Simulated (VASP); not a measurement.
## PdTe (relaxed from the CsCl type structure, space group Pm-3m): computed properties

All values below come from PBEsol GGA, VASP's PBE PAW potentials (set 64) (plane waves; VASP).

```yaml
space_group: Pm-3m (221)
cell: a = 3.3897 Å, b = 3.3897 Å, c = 3.3897 Å, α = 90.00°, β = 90.00°, γ = 90.00°
volume_per_atom: 19.47 Å³/atom
band gap (over mesh and band path): none (metal, semimetal or under 0.01 eV)
density: 9.98 g/cm³
```

```
CELL_PARAMETERS angstrom
      3.38969     0.00000     0.00000
      0.00000     3.38969     0.00000
      0.00000     0.00000     3.38969
ATOMIC_POSITIONS crystal
  Pd 0.00000 0.00000 0.00000
  Te 0.50000 0.50000 0.50000
```

Unless said otherwise, spin-orbit coupling is left out, though it shifts the bands of the heavy elements here.

The structure was generated: PdTe was put into the CsCl type type (Pm-3m), which need not be its known phase. It was relaxed first, which changed the volume by -17 %. Symmetry was kept, so distortions that lower it aren't found.
